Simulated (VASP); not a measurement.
Given:

```
NaAsF6
1.0
    0.00000     3.96592     3.96592
    3.96592     0.00000     3.96592
    3.96592     3.96592     0.00000
Na As F
1 1 6
Direct
  0.50000   0.50000   0.50000
  0.00000   0.00000   0.00000
  0.78163   0.78163   0.21837
  0.21837   0.21837   0.78163
  0.21837   0.78163   0.78163
  0.78163   0.21837   0.21837
  0.78163   0.21837   0.78163
  0.21837   0.78163   0.21837
```

Method: PBEsol GGA, VASP's PBE PAW potentials (set 64) (plane waves; VASP). Settings: 400 eV cut-off, 4×4×4 Γ-centred mesh, Gaussian smearing of 0.010 eV, potentials Na_pv As F.

At this cut-off the stress carries a Pulay error, which pulls relaxed volumes low.

Q: What does the run give for the energy per atom (σ→0), pressure, largest force, band gap (on the k-mesh) with the smallest direct gap where there is one?

A: 
```json
{
  "band gap (on the k-mesh)": "5.64 eV",
  "smallest direct gap (on the k-mesh)": "5.64 eV",
  "energy per atom (σ→0)": "-4.660 eV/atom",
  "pressure": "-4.80 GPa",
  "largest_force": "0.597 eV/Å"
}
```

The structure comes from a computed database's NaAsF6 entry (Fm-3m); how it stands against other phases isn't given here. The cell was not relaxed at this level.
